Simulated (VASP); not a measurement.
All values below come from PBE GGA, VASP's PBE PAW potentials (set 64) (plane waves; VASP 6.6.1).

VASP ran on this input.

POSCAR:
```
SnSe
1.0
 11.8645924370   0.0000000000   0.0000000000
  0.0000000000   4.2223259039   0.0000000000
  0.0000000000   0.0000000000   4.4819455425
Sn Se
4 4
Cartesian
  7.3768457042   3.1667444279   1.7503189312
  4.4877467328   1.0555814760   2.7316266113
 10.4200429513   1.0555814760   3.9912917025
  1.4445494857   3.1667444279   0.4906538400
  1.7232135740   1.0555814760   2.3567704600
 10.1413788630   3.1667444279   2.1251750825
  4.2090826445   3.1667444279   0.1157976888
  7.6555097925   1.0555814760   4.3661478537
```

**KPOINTS**
```
Automatic mesh
0
Gamma
2 5 5
0 0 0
```

**INCAR**
```
! general
SYSTEM   =  SnSe
PREC     =  Accurate
ENCUT    =  400
LREAL    =  F
LASPH    =  T

! electronic loop
EDIFF    =  1E-6
NELM     =  100
ALGO     =  Normal
LMAXMIX  =  4

! smearing
ISMEAR   =  0
SIGMA    =  0.05

! functional
GGA      =  PE

! ions
IBRION   =  2
NSW      =  60
ISIF     =  3
EDIFFG   =  -0.02

! output
LWAVE    =  F
LCHARG   =  F
```

POTCAR, in this order: Sn_d Se (PBE.64 set). Program: vasp_std.

The run wrote:

**OUTCAR**
```
 ion  position               nearest neighbor table
   1  0.622  0.750  0.391-   6 2.79   8 2.83   8 2.83   2 3.71   2 3.71
   2  0.378  0.250  0.609-   5 2.79   7 2.83   7 2.83   1 3.71   1 3.71
   3  0.878  0.250  0.891-   8 2.79   6 2.83   6 2.83   4 3.71   4 3.71
   4  0.122  0.750  0.109-   7 2.79   5 2.83   5 2.83   3 3.71   3 3.71
   5  0.145  0.250  0.526-   2 2.79   4 2.83   4 2.83
   6  0.855  0.750  0.474-   1 2.79   3 2.83   3 2.83
   7  0.355  0.750  0.026-   4 2.79   2 2.83   2 2.83
   8  0.645  0.250  0.974-   3 2.79   1 2.83   1 2.83
  LATTYP: Found a simple orthorhombic cell.
 ALAT       =     4.2223259039
 B/A-ratio  =     1.0614873519
 C/A-ratio  =     2.8099660488
 Subroutine PRICEL returns:
 Original cell was already a primitive cell.
 Subroutine GETGRP returns: Found  8 space group operations
The static configuration has the point symmetry S_2 .
 The point group associated with its full space group is D_2h.
The dynamic configuration has the point symmetry S_2 .
 Subroutine INISYM returns: Found  8 space group operations
 Subroutine IBZKPT returns following result:
 Found     18 irreducible k-points:

 Following reciprocal coordinates:
            Coordinates               Weight
  0.000000  0.000000  0.000000      1.000000
  0.500000  0.000000  0.000000      1.000000
  0.000000  0.200000  0.000000      2.000000
  0.500000  0.200000  0.000000      2.000000
  0.000000  0.400000  0.000000      2.000000
  0.500000  0.400000  0.000000      2.000000
  0.000000  0.000000  0.200000      2.000000
  0.500000  0.000000  0.200000      2.000000
  0.000000  0.200000  0.200000      4.000000
  0.500000  0.200000  0.200000      4.000000
  0.000000  0.400000  0.200000      4.000000
  0.500000  0.400000  0.200000      4.000000
  0.000000  0.000000  0.400000      2.000000
  0.500000  0.000000  0.400000      2.000000
  0.000000  0.200000  0.400000      4.000000
  0.500000  0.200000  0.400000      4.000000
  0.000000  0.400000  0.400000      4.000000
  0.500000  0.400000  0.400000      4.000000
   k-points           NKPTS =     18   k-points in BZ     NKDIM =     18   number of bands    NBANDS=     48
   number of dos      NEDOS =    301   number of ions     NIONS =      8
   total plane-waves  NPLWV =  67200
   dimension x,y,z NGX =    80 NGY =   28 NGZ =   30
   dimension x,y,z NGXF=   160 NGYF=   56 NGZF=   60
   ions per type =               4   4
   PREC   = accura    normal or accurate (medium, high low for compatibility)
   ISTART =      0    job   : 0-new  1-cont  2-samecut
   ICHARG =      2    charge: 1-file 2-atom 10-const
   ISPIN  =      1    spin polarized calculation?
   LNONCOLLINEAR =      F non collinear calculations
   LSORBIT =      F    spin-orbit coupling
   INIWAV =      1    electr: 0-lowe 1-rand  2-diag
   ENCUT  =  400.0 eV  29.40 Ry    5.42 a.u.  19.35  6.89  7.31*2*pi/ulx,y,z
   NELM   =    100;   NELMIN=  2; NELMDL= -5     # of ELM steps
   EDIFF  = 0.1E-05   stopping-criterion for ELM
   LREAL  =      F    real-space projection
   NLSPLINE    = F    spline interpolate recip. space projectors
   LMAXMIX     =    4 max onsite mixed and CHGCAR
   VOSKOWN=      0    Vosko Wilk Nusair interpolation
   EDIFFG = -.2E-01   stopping-criterion for IOM
   NSW    =     60    number of steps for IOM
   NBLOCK =      1;   KBLOCK =     60    inner block; outer block
   IBRION =      2    ionic relax: 0-MD 1-quasi-New 2-CG
   NFREE  =      1    steps in history (QN), initial steepest desc. (CG)
   ISIF   =      3    stress and relaxation
   ISYM   =      2    0-nonsym 1-usesym 2-fastsym
   TEIN   =    0.0    initial temperature
   TEBEG  =    0.0;   TEEND  =   0.0 temperature during run
   SMASS  =  -3.00    Nose mass-parameter (am)
   PSTRESS=    0.0 pullay stress
   NELECT =      80.0000    total number of electrons
...
```

### OSZICAR
```
       N       E                     dE             d eps       ncg     rms          rms(c)
DAV:   1     0.790704520954E+03    0.79070E+03   -0.32275E+04  1840   0.179E+03
DAV:   2     0.947949025807E+02   -0.69591E+03   -0.67739E+03  1760   0.532E+02
DAV:   3    -0.259457500111E+02   -0.12074E+03   -0.11490E+03  2096   0.188E+02
DAV:   4    -0.334220397537E+02   -0.74763E+01   -0.73894E+01  2000   0.487E+01
DAV:   5    -0.336744486824E+02   -0.25241E+00   -0.25185E+00  2080   0.948E+00    0.622E+00
DAV:   6    -0.328613780807E+02    0.81307E+00   -0.16875E+00  2400   0.593E+00    0.387E+00
DAV:   7    -0.328613610573E+02    0.17023E-04   -0.60073E-01  2176   0.256E+00    0.159E+00
DAV:   8    -0.328605842828E+02    0.77677E-03   -0.60235E-02  2232   0.152E+00    0.329E-01
DAV:   9    -0.328606072260E+02   -0.22943E-04   -0.86590E-03  2136   0.601E-01    0.114E-01
DAV:  10    -0.328607660797E+02   -0.15885E-03   -0.91615E-04  2040   0.140E-01    0.647E-02
DAV:  11    -0.328608430963E+02   -0.77017E-04   -0.28370E-04  2272   0.893E-02    0.189E-02
DAV:  12    -0.328608311695E+02    0.11927E-04   -0.38691E-05  2168   0.313E-02    0.680E-03
DAV:  13    -0.328608320705E+02   -0.90106E-06   -0.55412E-06  1656   0.103E-02
   1 F= -.32860832E+02 E0= -.32860832E+02  d E =-.328608E+02
       N       E                     dE             d eps       ncg     rms          rms(c)
DAV:   1    -0.328712292004E+02   -0.10398E-01   -0.33509E-01  2112   0.377E+00    0.517E-01
DAV:   2    -0.328654863732E+02    0.57428E-02   -0.21703E-02  2096   0.143E+00    0.279E-01
DAV:   3    -0.328624815140E+02    0.30049E-02   -0.60060E-03  2200   0.751E-01    0.710E-02
DAV:   4    -0.328625324224E+02   -0.50908E-04   -0.22408E-03  1936   0.373E-01    0.317E-02
DAV:   5    -0.328625235529E+02    0.88696E-05   -0.12497E-04  2184   0.814E-02    0.169E-02
DAV:   6    -0.328625221417E+02    0.14112E-05   -0.11011E-05  2032   0.213E-02    0.607E-03
DAV:   7    -0.328625223503E+02   -0.20856E-06   -0.29150E-06  1544   0.168E-02
   2 F= -.32862522E+02 E0= -.32862522E+02  d E =-.169028E-02
       N       E                     dE             d eps       ncg     rms          rms(c)
DAV:   1    -0.328649000158E+02   -0.23779E-02   -0.82793E-02  2096   0.186E+00    0.257E-01
DAV:   2    -0.328634807875E+02    0.14192E-02   -0.52911E-03  2112   0.763E-01    0.139E-01
DAV:   3    -0.328627407031E+02    0.74008E-03   -0.16442E-03  2208   0.392E-01    0.356E-02
DAV:   4    -0.328627507531E+02   -0.10050E-04   -0.56470E-04  1928   0.187E-01    0.163E-02
DAV:   5    -0.328627461883E+02    0.45649E-05   -0.25199E-05  2208   0.351E-02    0.870E-03
DAV:   6    -0.328627454612E+02    0.72706E-06   -0.29001E-06  1448   0.105E-02
   3 F= -.32862745E+02 E0= -.32862745E+02  d E =-.191339E-02
       N       E                     dE             d eps       ncg     rms          rms(c)
DAV:   1    -0.328641452084E+02   -0.13990E-02   -0.14004E-01  2160   0.183E+00    0.202E-01
DAV:   2    -0.328638640775E+02    0.28113E-03   -0.59200E-03  2128   0.659E-01    0.107E-01
DAV:   3    -0.328635716231E+02    0.29245E-03   -0.56816E-04  2344   0.216E-01    0.451E-02
DAV:   4    -0.328635294656E+02    0.42157E-04   -0.19769E-04  2264   0.904E-02    0.133E-02
DAV:   5    -0.328635284037E+02    0.10619E-05   -0.39338E-05  1928   0.474E-02    0.440E-03
DAV:   6    -0.328635286547E+02   -0.25097E-06   -0.19906E-06  1176   0.998E-03
   4 F= -.32863529E+02 E0= -.32863529E+02  d E =-.783193E-03
       N       E                     dE             d eps       ncg     rms          rms(c)
DAV:   1    -0.328708894365E+02   -0.73610E-02   -0.12697E+00  2192   0.554E+00    0.603E-01
DAV:   2    -0.328680468081E+02    0.28426E-02   -0.51123E-02  2064   0.182E+00    0.319E-01
DAV:   3    -0.328654389785E+02    0.26078E-02   -0.48750E-03  2456   0.608E-01    0.134E-01
DAV:   4    -0.328650491037E+02    0.38987E-03   -0.13451E-03  2304   0.263E-01    0.370E-02
DAV:   5    -0.328650584995E+02   -0.93958E-05   -0.37556E-04  1944   0.146E-01    0.121E-02
DAV:   6    -0.328650603416E+02   -0.18420E-05   -0.19097E-05  2128   0.290E-02    0.605E-03
DAV:   7    -0.328650605126E+02   -0.17102E-06   -0.11414E-06  1064   0.108E-02
   5 F= -.32865061E+02 E0= -.32865061E+02  d E =-.231505E-02
       N       E                     dE             d eps       ncg     rms          rms(c)
DAV:   1    -0.328872702287E+02   -0.22210E-01   -0.51138E+00  2192   0.112E+01    0.120E+00
DAV:   2    -0.328763191401E+02    0.10951E-01   -0.20659E-01  2056   0.343E+00    0.633E-01
DAV:   3    -0.328660331802E+02    0.10286E-01   -0.17115E-02  2520   0.107E+00    0.273E-01
DAV:   4    -0.328642664251E+02    0.17668E-02   -0.42637E-03  2168   0.530E-01    0.685E-02
DAV:   5    -0.328643250792E+02   -0.58654E-04   -0.14940E-03  1920   0.291E-01    0.245E-02
DAV:   6    -0.328643311042E+02   -0.60250E-05   -0.81770E-05  2272   0.711E-02    0.132E-02
DAV:   7    -0.328643312417E+02   -0.13745E-06   -0.63391E-06  1904   0.183E-02
   6 F= -.32864331E+02 E0= -.32864331E+02  d E =-.158578E-02
       N       E                     dE             d eps       ncg     rms          rms(c)
DAV:   1    -0.328728740903E+02   -0.85430E-02   -0.19912E+00  2048   0.673E+00    0.766E-01
DAV:   2    -0.328700712489E+02    0.28028E-02   -0.94031E-02  2080   0.226E+00    0.405E-01
DAV:   3    -0.328660044657E+02    0.40668E-02   -0.80685E-03  2496   0.736E-01    0.182E-01
DAV:   4    -0.328653380398E+02    0.66643E-03   -0.20174E-03  2216   0.348E-01    0.496E-02
DAV:   5    -0.328653816720E+02   -0.43632E-04   -0.70692E-04  1928   0.201E-01    0.177E-02
DAV:   6    -0.328653853135E+02   -0.36415E-05   -0.32719E-05  2192   0.378E-02    0.868E-03
DAV:   7    -0.328653847866E+02    0.52688E-06   -0.19253E-06  1216   0.125E-02
   7 F= -.32865385E+02 E0= -.32865385E+02  d E =-.263933E-02
       N       E                     dE             d eps       ncg     rms          rms(c)
DAV:   1    -0.328856500855E+02   -0.20265E-01   -0.67486E-01  2184   0.701E+00    0.837E-01
DAV:   2    -0.328700094440E+02    0.15641E-01   -0.51635E-02  2176   0.213E+00    0.371E-01
DAV:   3    -0.328657725820E+02    0.42369E-02   -0.15340E-02  2192   0.106E+00    0.950E-02
DAV:   4    -0.328656002106E+02    0.17237E-03   -0.10731E-03  1968   0.226E-01    0.470E-02
DAV:   5    -0.328655432658E+02    0.56945E-04   -0.10846E-04  2368   0.678E-02    0.177E-02
DAV:   6    -0.328655418669E+02    0.13989E-05   -0.24247E-05  2112   0.394E-02    0.781E-03
DAV:   7    -0.328655407288E+02    0.11382E-05   -0.14572E-06  1120   0.871E-03    0.162E-03
DAV:   8    -0.328655409625E+02   -0.23372E-06   -0.48155E-07   984   0.575E-03
   8 F= -.32865541E+02 E0= -.32865541E+02  d E =-.156176E-03
       N       E                     dE             d eps       ncg     rms          rms(c)
DAV:   1    -0.328689035829E+02   -0.33629E-02   -0.10620E-01  2184   0.275E+00    0.335E-01
DAV:   2    -0.328663757195E+02    0.25279E-02   -0.81494E-03  2184   0.857E-01    0.148E-01
DAV:   3    -0.328657105869E+02    0.66513E-03   -0.24738E-03  2192   0.427E-01    0.383E-02
DAV:   4    -0.328657012425E+02    0.93444E-05   -0.18414E-04  1944   0.949E-02    0.189E-02
DAV:   5    -0.328657001024E+02    0.11401E-05   -0.18207E-05  2344   0.294E-02    0.705E-03
DAV:   6    -0.328657004244E+02   -0.32199E-06   -0.36854E-06  1488   0.165E-02
   9 F= -.32865700E+02 E0= -.32865700E+02  d E =-.315638E-03
```

File OUTCAR:
```
------------------------ aborting loop because EDIFF is reached ----------------------------------------
  FORCE on cell =-STRESS in cart. coord.  units (eV):
  Direction    XX          YY          ZZ          XY          YZ          ZX
  --------------------------------------------------------------------------------------
  Total       -0.0765307     -0.0121494     -0.0165837      0.0000000      0.0000000      0.0000000
  in kB       -0.5397785     -0.0856910     -0.1169663      0.0000000      0.0000000      0.0000000
  external PRESSURE =      -0.2474786 kB  Pullay stress =       0.0000000 kB
  volume of cell :      227.16
      direct lattice vectors                 reciprocal lattice vectors
    11.853510524  0.000000000  0.000000000     0.084363193  0.000000000  0.000000000
     0.000000000  4.214655748 -0.000000000     0.000000000  0.237267302 -0.000000000
     0.000000000  0.000000000  4.546964607     0.000000000  0.000000000  0.219926937
 POSITION                                       TOTAL-FORCE (eV/Angst)
 -----------------------------------------------------------------------------------
      7.37796      3.16099      1.76329        -0.013132     -0.000000     -0.003790
      4.47555      1.05366      2.78367         0.013132      0.000000      0.003790
     10.40231      1.05366      4.03677         0.013132     -0.000000     -0.003790
      1.45120      3.16099      0.51019        -0.013132      0.000000      0.003790
      1.72600      1.05366      2.37277         0.002078     -0.000000     -0.004267
     10.12751      3.16099      2.17419        -0.002078      0.000000      0.004267
      4.20076      3.16099      0.09929        -0.002078     -0.000000     -0.004267
      7.65275      1.05366      4.44767         0.002078      0.000000      0.004267
 -----------------------------------------------------------------------------------
    total drift:                                0.000000     -0.000000     -0.000000
  FREE ENERGIE OF THE ION-ELECTRON SYSTEM (eV)
  ---------------------------------------------------
  free  energy   TOTEN  =       -32.8657004244 eV

  energy  without entropy=      -32.8657004244  energy(sigma->0) =      -32.86570042

 reached required accuracy - stopping structural energy minimisation
```
(Selected blocks of OUTCAR.)

### CONTCAR
```
SnSe
   1.00000000000000
    11.8535105242430365    0.0000000000000000    0.0000000000000000
     0.0000000000000000    4.2146557480250264   -0.0000000000000000
     0.0000000000000000    0.0000000000000000    4.5469646069079621
  Sn              Se
     4     4
Direct
     0.6224280705766120    0.7500000000000000    0.3877954158132197
     0.3775719294233879    0.2500000000000000    0.6122045841867803
     0.8775719294233880    0.2500000000000000    0.8877954158132197
     0.1224280705766121    0.7500000000000000    0.1122045841867803
     0.1456107260803690    0.2500000000000000    0.5218368220360688
     0.8543892739196310    0.7500000000000000    0.4781631779639311
     0.3543892739196309    0.7500000000000000    0.0218368220360689
     0.6456107260803690    0.2500000000000000    0.9781631779639312
```

Without a dispersion term in the relaxation, distances and binding between the weakly bound layers, chains or molecules are unreliable, and so is what depends on them.

The structure comes from a computed database's SnSe entry (Pnma); how it stands against other phases isn't given here. This run relaxes it. Symmetry was kept, so distortions that lower it aren't found. The start is the result of an earlier pass.
